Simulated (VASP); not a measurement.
# How SCF solver and precision settings change a VASP run on Se, part 2 of 3

Aim: find what the SCF solver and precision settings change for Se, and what they cost. The series runs use PBEsol. This is not the structure that Se takes at ambient conditions. The start is a computed cell from the Materials Project.

VASP 6.6.1; PBEsol; plane waves and PAW (Se).

Still holding for the runs below: The k-mesh is coarse for a metal.

So far. Step 6 (SCF solver: ALGO = Damped): Against the first of the series the energy stays within 0.01 meV an atom; the pressure moves by +0.01 GPa, after 14 cycles in 2.2 s. Step 7 (SCF solver: AMIX = 0.1, BMIX = 0.01): Against the first of the series the energy stays within 0.01 meV an atom; the pressure moves by +0.02 GPa, after 10 cycles in 1.8 s.

The starting crystal is not the ambient structure of Se (space group No. 152 or space group No. 154); it is a model or a phase of other conditions.

## Step 8: SCF solver: AMIX = 0.8

The input, INCAR:

```
SYSTEM = Se
PREC = Accurate
ENCUT = 400
EDIFF = 1E-06
NELM = 100
ISMEAR = -1
SIGMA = 0.05
LREAL = .FALSE.
ALGO = Normal
GGA = PS
NBANDS = 9
LORBIT = 11
LWAVE = .FALSE.
LCHARG = .FALSE.
KPAR = 2
ISIF = 2
AMIX = 0.8
```

The input, POSCAR:

```
Se
1.0
   -1.7034486149      1.7034486149      1.7034486149
    1.7034486149     -1.7034486149      1.7034486149
    1.7034486149      1.7034486149     -1.7034486149
Se
1
Direct
    0.0000000000      0.0000000000      0.0000000000
```

The input, KPOINTS:

```
Automatic mesh
0
Gamma
9 9 9
0 0 0
```

Potentials, in the order of the species: Se (PBE family, release 64).

Launch:

```bash
mpirun -np 2 vasp_std
```

The program printed:

```text
[... set-up lines as in an earlier step ...]
 entering main loop
       N       E                     dE             d eps       ncg     rms          rms(c)
[... 5 cycles as in an earlier step ...]
DAV:   6    -0.340814487783E+01    0.24614E-02   -0.11799E-02   685   0.547E-01    0.166E+00
DAV:   7    -0.340834492701E+01   -0.20005E-03   -0.22265E-04   793   0.122E-01    0.323E-01
DAV:   8    -0.340835023221E+01   -0.53052E-05   -0.44417E-06   746   0.135E-02    0.137E-02
DAV:   9    -0.340835126740E+01   -0.10352E-05   -0.56543E-07   454   0.727E-03    0.130E-03
DAV:  10    -0.340835121938E+01    0.48025E-07   -0.13761E-08   358   0.101E-03
   1 F= -.34083512E+01 E0= -.34066291E+01  d E =-.344421E-02
```

The job ended after 2.4 s (2 MPI ranks of Intel Xeon Platinum 8488C (Sapphire Rapids), shared host; peak memory 0.22 GiB; 3.9 s of CPU time).

From OUTCAR (step 8):

```text
  Total       -0.1705656     -0.1705656     -0.1705656      0.0000000     -0.0000000     -0.0000000
  in kB      -13.8214916    -13.8214916    -13.8214916      0.0000000     -0.0000000     -0.0000000
  external PRESSURE =     -13.8214916 kB  Pullay stress =       0.0000000 kB

 POSITION                                       TOTAL-FORCE (eV/Angst)
 -----------------------------------------------------------------------------------
      0.00000      0.00000      0.00000        -0.000000     -0.000000      0.000000
 -----------------------------------------------------------------------------------
    total drift:                                0.000000      0.000000     -0.000000

  FREE ENERGIE OF THE ION-ELECTRON SYSTEM (eV)
  ---------------------------------------------------
  free  energy   TOTEN  =        -3.4083512194 eV

  energy  without entropy=       -3.4049070068  energy(sigma->0) =       -3.40662911

[... 2 parts as in an earlier step ...]

[... 1 further part left out ...]
[key lines of the parts left out:]
E-fermi :   5.6001
```

Against the first of the series the energy stays within 0.01 meV an atom; the pressure moves by +0.01 GPa, after 10 cycles in 2.4 s.

## Step 9: SCF solver: IMIX = 1, AMIX = 0.2

INCAR: that of step 8 with these lines changed.

```diff
@@ -16,2 +16,3 @@
 ISIF = 2
-AMIX = 0.8
+IMIX = 1
+AMIX = 0.2
```

POSCAR is that of step 8.

KPOINTS is that of step 8.

Launch:

```bash
mpirun -np 2 vasp_std
```

The program printed:

```text
[... set-up lines as in an earlier step ...]
 entering main loop
       N       E                     dE             d eps       ncg     rms          rms(c)
[... 5 cycles as in an earlier step ...]
DAV:   6    -0.340947059454E+01    0.11357E-02   -0.73933E-04   712   0.138E-01    0.276E+00
DAV:   7    -0.340886846629E+01    0.60213E-03   -0.44390E-04   730   0.109E-01    0.220E+00
DAV:   8    -0.340856053321E+01    0.30793E-03   -0.25233E-04   697   0.828E-02    0.175E+00
DAV:   9    -0.340841059307E+01    0.14994E-03   -0.14759E-04   722   0.638E-02    0.139E+00
[...]
DAV:  21    -0.340834773781E+01   -0.14088E-05   -0.26045E-07   321   0.334E-03    0.929E-02
DAV:  22    -0.340834874717E+01   -0.10094E-05   -0.15564E-07   321   0.264E-03    0.743E-02
DAV:  23    -0.340834946459E+01   -0.71742E-06   -0.95238E-08   321   0.211E-03
   1 F= -.34083495E+01 E0= -.34066264E+01  d E =-.344605E-02
```

Elapsed: 3 s, on 2 MPI ranks; peak memory 0.21 GiB.

From OUTCAR (step 9):

```text
  Total       -0.1754699     -0.1754699     -0.1754699      0.0000000      0.0000000     -0.0000000
  in kB      -14.2189037    -14.2189037    -14.2189037      0.0000000      0.0000000     -0.0000000
  external PRESSURE =     -14.2189037 kB  Pullay stress =       0.0000000 kB

  FREE ENERGIE OF THE ION-ELECTRON SYSTEM (eV)
  ---------------------------------------------------
  free  energy   TOTEN  =        -3.4083494646 eV

  energy  without entropy=       -3.4049034143  energy(sigma->0) =       -3.40662644

[... 3 parts as in an earlier step ...]

[... 1 further part left out ...]
[key lines of the parts left out:]
E-fermi :   5.6006
```

Against the first of the series the energy stays within 0.01 meV an atom; the pressure moves by -0.03 GPa, after 23 cycles in 3 s.

## Step 10: The SCF solver series as a table

This step: convergence of PBEsol results with the solver; plane waves and PAW (VASP 6.6.1).

No new run; the numbers come from the runs before.

Differences are taken from the run with ALGO = Normal. Results of the series, by row:

```
                setting     status  energy less the reference (meV/atom)  pressure (GPa)  SCF cycles  wall time (s)
          ALGO = Normal  converged                                     0          -1.397           9            1.8
            ALGO = Fast  converged                              -1.70e-4          -1.392           9              2
        ALGO = VeryFast  converged                              -1.80e-4          -1.392          16            2.8
             ALGO = All  converged                              -3.20e-4          -1.381          11            2.2
          ALGO = Damped  converged                              -3.40e-4           -1.39          14            2.2
AMIX = 0.1, BMIX = 0.01  converged                              -2.80e-4          -1.375          10            1.8
             AMIX = 0.8  converged                              -2.30e-4          -1.382          10            2.4
   IMIX = 1, AMIX = 0.2  converged                               0.00244          -1.422          23              3
```

## Step 11: Precision settings: PREC = Low

This step: PBEsol; plane waves and PAW (Se) (VASP 6.6.1).

PREC sets the FFT grids, and LREAL, ADDGRID and LASPH trade speed for accuracy.

INCAR: that of step 9 with these lines changed.

```diff
@@ -1,3 +1,3 @@
 SYSTEM = Se
-PREC = Accurate
+PREC = Low
 ENCUT = 400
@@ -16,3 +16 @@
 ISIF = 2
-IMIX = 1
-AMIX = 0.2
```

POSCAR is that of step 9.

KPOINTS is that of step 9.

Launch:

```bash
mpirun -np 2 vasp_std
```

The program printed:

```text
[... set-up lines as in an earlier step ...]
 entering main loop
       N       E                     dE             d eps       ncg     rms          rms(c)
DAV:   1     0.789539937090E+01    0.78954E+01   -0.25442E+03   630   0.459E+02
DAV:   2    -0.315451887845E+01   -0.11050E+02   -0.10597E+02   879   0.713E+01
DAV:   3    -0.340997245535E+01   -0.25545E+00   -0.24597E+00   739   0.927E+00
DAV:   4    -0.341048785719E+01   -0.51540E-03   -0.51538E-03   862   0.446E-01
DAV:   5    -0.341048820542E+01   -0.34823E-06   -0.34765E-06   716   0.111E-02    0.347E+00
DAV:   6    -0.340857677412E+01    0.19114E-02   -0.29780E-03   688   0.277E-01    0.205E+00
DAV:   7    -0.340826136951E+01    0.31540E-03   -0.48533E-03   694   0.359E-01    0.773E-02
DAV:   8    -0.340824518754E+01    0.16182E-04   -0.14651E-04   688   0.683E-02    0.740E-03
DAV:   9    -0.340824532139E+01   -0.13385E-06   -0.11988E-06   827   0.887E-03
   1 F= -.34082453E+01 E0= -.34065229E+01  d E =-.344491E-02
```

Wall time 1 s (2 MPI ranks); peak memory 0.18 GiB.

Parts of OUTCAR (step 11):

```text
   NELECT =       6.0000    total number of electrons

 E-fermi :   5.6004

 k-point     1 :       0.0000    0.0000    0.0000
  band No.  band energies     occupation
      1     -10.6464      2.00000
      2       8.8612      0.00000
      3       8.8612      0.00000
      4       8.8613      0.00000
      5      17.1209      0.00000
      6      18.1940      0.00000
    ...

  Total       -0.1710123     -0.1710123     -0.1710123     -0.0000000     -0.0000000      0.0000000
  in kB      -13.8576923    -13.8576923    -13.8576923     -0.0000000     -0.0000000      0.0000000
  external PRESSURE =     -13.8576923 kB  Pullay stress =       0.0000000 kB

 POSITION                                       TOTAL-FORCE (eV/Angst)
 -----------------------------------------------------------------------------------
      0.00000      0.00000      0.00000         0.000000      0.000000      0.000000
 -----------------------------------------------------------------------------------
    total drift:                               -0.000000     -0.000000     -0.000000

  FREE ENERGIE OF THE ION-ELECTRON SYSTEM (eV)
  ---------------------------------------------------
  free  energy   TOTEN  =        -3.4082453214 eV

  energy  without entropy=       -3.4048004114  energy(sigma->0) =       -3.40652287

[... 8 parts as in an earlier step ...]

[... 9 further parts left out ...]
```

Numbers from this step:

```
SCF cycles   : 9
Fermi energy : 5.600 eV
pressure     : -1.386 GPa
```

The series starts at -3.4065 eV an atom and -1.39 GPa, after 9 cycles in 1 s.

## Step 12: Precision settings: PREC = Medium

INCAR: that of step 11 with these lines changed.

```diff
@@ -1,3 +1,3 @@
 SYSTEM = Se
-PREC = Low
+PREC = Medium
 ENCUT = 400
```

POSCAR is that of step 11.

KPOINTS is that of step 11.

Launch:

```bash
mpirun -np 2 vasp_std
```

The program printed:

```text
[... set-up lines as in an earlier step ...]
 entering main loop
       N       E                     dE             d eps       ncg     rms          rms(c)
DAV:   1     0.789523464368E+01    0.78952E+01   -0.25442E+03   630   0.459E+02
DAV:   2    -0.315470748356E+01   -0.11050E+02   -0.10597E+02   879   0.713E+01
DAV:   3    -0.341016201102E+01   -0.25545E+00   -0.24597E+00   739   0.927E+00
DAV:   4    -0.341067741205E+01   -0.51540E-03   -0.51538E-03   862   0.446E-01
DAV:   5    -0.341067775943E+01   -0.34738E-06   -0.34765E-06   716   0.111E-02    0.347E+00
DAV:   6    -0.340875781131E+01    0.19199E-02   -0.29749E-03   688   0.277E-01    0.205E+00
DAV:   7    -0.340844148012E+01    0.31633E-03   -0.48518E-03   694   0.359E-01    0.772E-02
DAV:   8    -0.340842526747E+01    0.16213E-04   -0.14657E-04   688   0.683E-02    0.739E-03
DAV:   9    -0.340842539934E+01   -0.13187E-06   -0.11975E-06   827   0.887E-03
   1 F= -.34084254E+01 E0= -.34067030E+01  d E =-.344482E-02
```

Run time: 1.2 s. Hardware: 2 MPI ranks; peak memory 0.18 GiB.

OUTCAR, selected parts (step 12):

```text
  Total       -0.1707221     -0.1707221     -0.1707221     -0.0000000      0.0000000     -0.0000000
  in kB      -13.8341719    -13.8341719    -13.8341719     -0.0000000      0.0000000     -0.0000000
  external PRESSURE =     -13.8341719 kB  Pullay stress =       0.0000000 kB

 POSITION                                       TOTAL-FORCE (eV/Angst)
 -----------------------------------------------------------------------------------
      0.00000      0.00000      0.00000         0.000000      0.000000      0.000000
 -----------------------------------------------------------------------------------
    total drift:                                0.000000      0.000000      0.000000

  FREE ENERGIE OF THE ION-ELECTRON SYSTEM (eV)
  ---------------------------------------------------
  free  energy   TOTEN  =        -3.4084253993 eV

  energy  without entropy=       -3.4049805808  energy(sigma->0) =       -3.40670299

[... 2 parts as in an earlier step ...]

[... 1 further part left out ...]
[key lines of the parts left out:]
E-fermi :   5.6004
```

Against the first of the series the energy moves by -0.18 meV an atom while the pressure stays within 0.01 GPa, after 9 cycles in 1.2 s.

## Step 13: Precision settings: PREC = Normal

INCAR: that of step 12 with these lines changed.

```diff
@@ -1,3 +1,3 @@
 SYSTEM = Se
-PREC = Medium
+PREC = Normal
 ENCUT = 400
```

POSCAR is that of step 12.

KPOINTS is that of step 12.

Launch:

```bash
mpirun -np 2 vasp_std
```

The program printed:

```text
[... set-up lines as in an earlier step ...]
 entering main loop
       N       E                     dE             d eps       ncg     rms          rms(c)
DAV:   1     0.789528441572E+01    0.78953E+01   -0.25442E+03   630   0.459E+02
DAV:   2    -0.315465147834E+01   -0.11050E+02   -0.10597E+02   879   0.713E+01
DAV:   3    -0.341010579601E+01   -0.25545E+00   -0.24597E+00   739   0.927E+00
DAV:   4    -0.341062119781E+01   -0.51540E-03   -0.51538E-03   862   0.446E-01
DAV:   5    -0.341062154503E+01   -0.34722E-06   -0.34765E-06   716   0.111E-02    0.347E+00
DAV:   6    -0.340869913864E+01    0.19224E-02   -0.29750E-03   688   0.277E-01    0.205E+00
DAV:   7    -0.340838274530E+01    0.31639E-03   -0.48522E-03   694   0.359E-01    0.772E-02
DAV:   8    -0.340836653217E+01    0.16213E-04   -0.14657E-04   688   0.683E-02    0.740E-03
DAV:   9    -0.340836666362E+01   -0.13145E-06   -0.11975E-06   827   0.887E-03
   1 F= -.34083667E+01 E0= -.34066443E+01  d E =-.344481E-02
```

Run time: 1.2 s. Hardware: 2 MPI ranks; peak memory 0.19 GiB.

OUTCAR, selected parts (step 13):

```text
  Total       -0.1728055     -0.1728055     -0.1728055      0.0000000     -0.0000000      0.0000000
  in kB      -14.0029969    -14.0029969    -14.0029969      0.0000000     -0.0000000      0.0000000
  external PRESSURE =     -14.0029969 kB  Pullay stress =       0.0000000 kB

 POSITION                                       TOTAL-FORCE (eV/Angst)
 -----------------------------------------------------------------------------------
      0.00000      0.00000      0.00000        -0.000000     -0.000000      0.000000
 -----------------------------------------------------------------------------------
    total drift:                                0.000000      0.000000      0.000000

  FREE ENERGIE OF THE ION-ELECTRON SYSTEM (eV)
  ---------------------------------------------------
  free  energy   TOTEN  =        -3.4083666636 eV

  energy  without entropy=       -3.4049218497  energy(sigma->0) =       -3.40664426

[... 2 parts as in an earlier step ...]

[... 1 further part left out ...]
[key lines of the parts left out:]
E-fermi :   5.6004
```

Against the first of the series the energy moves by -0.12 meV an atom and the pressure by -0.01 GPa, after 9 cycles in 1.2 s.

## Step 14: Precision settings: PREC = Single

INCAR: that of step 13 with these lines changed.

```diff
@@ -1,3 +1,3 @@
 SYSTEM = Se
-PREC = Normal
+PREC = Single
 ENCUT = 400
```

POSCAR is that of step 13.

KPOINTS is that of step 13.

Launch:

```bash
mpirun -np 2 vasp_std
```

The program printed:

```text
[... set-up lines as in an earlier step ...]
 entering main loop
       N       E                     dE             d eps       ncg     rms          rms(c)
DAV:   1     0.789457597158E+01    0.78946E+01   -0.25443E+03   630   0.459E+02
DAV:   2    -0.315471321999E+01   -0.11049E+02   -0.10597E+02   879   0.713E+01
DAV:   3    -0.341015485147E+01   -0.25544E+00   -0.24596E+00   739   0.927E+00
DAV:   4    -0.341067019458E+01   -0.51534E-03   -0.51532E-03   862   0.446E-01
DAV:   5    -0.341067054173E+01   -0.34714E-06   -0.34756E-06   716   0.111E-02    0.347E+00
DAV:   6    -0.340875059563E+01    0.19199E-02   -0.29751E-03   688   0.277E-01    0.205E+00
DAV:   7    -0.340843407391E+01    0.31652E-03   -0.48520E-03   694   0.359E-01    0.772E-02
DAV:   8    -0.340841785626E+01    0.16218E-04   -0.14655E-04   688   0.683E-02    0.739E-03
DAV:   9    -0.340841798864E+01   -0.13239E-06   -0.11972E-06   827   0.887E-03
   1 F= -.34084180E+01 E0= -.34066956E+01  d E =-.344483E-02
```

It took 1.8 s on 2 MPI ranks; peak memory 0.19 GiB.

OUTCAR, selected parts (step 14):

```text
  Total       -0.1707443     -0.1707443     -0.1707443      0.0000000      0.0000000      0.0000000
  in kB      -13.8359757    -13.8359757    -13.8359757      0.0000000      0.0000000      0.0000000
  external PRESSURE =     -13.8359757 kB  Pullay stress =       0.0000000 kB

  FREE ENERGIE OF THE ION-ELECTRON SYSTEM (eV)
  ---------------------------------------------------
  free  energy   TOTEN  =        -3.4084179886 eV

  energy  without entropy=       -3.4049731635  energy(sigma->0) =       -3.40669558

[... 3 parts as in an earlier step ...]

[... 1 further part left out ...]
[key lines of the parts left out:]
E-fermi :   5.6004
```

Against the first of the series the energy moves by -0.17 meV an atom while the pressure stays within 0.01 GPa, after 9 cycles in 1.8 s.

## Step 15: Precision settings: PREC = Accurate

INCAR: that of step 14 with these lines changed.

```diff
@@ -1,3 +1,3 @@
 SYSTEM = Se
-PREC = Single
+PREC = Accurate
 ENCUT = 400
```

POSCAR is that of step 14.

KPOINTS is that of step 14.

Launch:

```bash
mpirun -np 2 vasp_std
```

The program printed:

```text
[... set-up lines as in an earlier step ...]
 entering main loop
       N       E                     dE             d eps       ncg     rms          rms(c)
[... 9 cycles as in an earlier step ...]
   1 F= -.34083513E+01 E0= -.34066289E+01  d E =-.344482E-02
```

Wall time 1.8 s (2 MPI ranks); peak memory 0.22 GiB.

Parts of OUTCAR (step 15):

```text
[... 6 parts as in an earlier step ...]

[... 1 further part left out ...]
[key lines of the parts left out:]
E-fermi :   5.6004
```

Against the first of the series the energy moves by -0.11 meV an atom and the pressure by -0.01 GPa, after 9 cycles in 1.8 s.

## Step 16: Precision settings: LREAL = Auto

INCAR: that of step 15 with these lines changed.

```diff
@@ -7,3 +7,3 @@
 SIGMA = 0.05
-LREAL = .FALSE.
+LREAL = Auto
 ALGO = Normal
```

POSCAR is that of step 15.

KPOINTS is that of step 15.

Launch:

```bash
mpirun -np 2 vasp_std
```

The program printed:

```text
[banner, memory and clock lines left out]
running    2 mpi-ranks, on    1 nodes
[...]
|                                                                             |
|               ----> ADVICE to this user running VASP <----                  |
|                                                                             |
|     You have a (more or less) 'small supercell' and for smaller cells       |
|     it is recommended to use the reciprocal-space projection scheme!        |
|     The real-space optimization is not efficient for small cells and it     |
|     is also less accurate ...                                               |
|     Therefore, set LREAL=.FALSE. in the INCAR file.                         |
|                                                                             |

 [... a notice as in an earlier step ...]

 LDA part: xc-table for (Slater+PW92), standard interpolation
 POSCAR, INCAR and KPOINTS ok, starting setup
[...]
entering main loop
       N       E                     dE             d eps       ncg     rms          rms(c)
DAV:   1     0.789394417920E+01    0.78939E+01   -0.25443E+03   630   0.459E+02
DAV:   2    -0.315519828548E+01   -0.11049E+02   -0.10596E+02   879   0.713E+01
DAV:   3    -0.341064166199E+01   -0.25544E+00   -0.24596E+00   739   0.927E+00
DAV:   4    -0.341115701470E+01   -0.51535E-03   -0.51533E-03   862   0.446E-01
DAV:   5    -0.341115736212E+01   -0.34742E-06   -0.34758E-06   716   0.111E-02    0.347E+00
DAV:   6    -0.340923300928E+01    0.19244E-02   -0.29782E-03   687   0.277E-01    0.205E+00
DAV:   7    -0.340891622894E+01    0.31678E-03   -0.48572E-03   695   0.359E-01    0.773E-02
DAV:   8    -0.340889996037E+01    0.16269E-04   -0.14676E-04   690   0.683E-02    0.740E-03
DAV:   9    -0.340890009175E+01   -0.13137E-06   -0.11972E-06   812   0.887E-03
   1 F= -.34089001E+01 E0= -.34071777E+01  d E =-.344476E-02
```

Run time: 2.4 s. Hardware: 2 MPI ranks; peak memory 0.23 GiB.

From OUTCAR (step 16):

```text
  Total       -0.1937829     -0.1937829     -0.1937829      0.0000000      0.0000000     -0.0000000
  in kB      -15.7028624    -15.7028624    -15.7028624      0.0000000      0.0000000     -0.0000000
  external PRESSURE =     -15.7028624 kB  Pullay stress =       0.0000000 kB

 POSITION                                       TOTAL-FORCE (eV/Angst)
 -----------------------------------------------------------------------------------
      0.00000      0.00000      0.00000         0.000000     -0.000000      0.000000
 -----------------------------------------------------------------------------------
    total drift:                                0.000000     -0.000000     -0.000000

  FREE ENERGIE OF THE ION-ELECTRON SYSTEM (eV)
  ---------------------------------------------------
  free  energy   TOTEN  =        -3.4089000917 eV

  energy  without entropy=       -3.4054553277  energy(sigma->0) =       -3.40717771

[... 2 parts as in an earlier step ...]

[... 1 further part left out ...]
[key lines of the parts left out:]
E-fermi :   5.6004
```

Against PREC = Accurate, on which this run builds, the energy moves by -0.55 meV an atom and the pressure by -0.17 GPa, after 9 cycles in 2.4 s.

(Part 2 of 3 ends here.)

[Lines on the potential files, build, host, timing and source positions are cut from VASP's logs without a mark.]

[Logs are printed without paths, hosts, clocks, repeated set-up lines and the standing remarks that a program may print on its own settings, such as how far it seeks lower states.]

[Hosts, paths, dates, database ids (printed as entryN), source tags and the programs' standing remarks are cut or masked in the printed files.]

[A measured line is paired with the nearest computed mode of its activity, which favours agreement.]

[In band tables of VASP the shares of atoms and orbitals are scaled to a sum of 1 inside the atoms' spheres.]
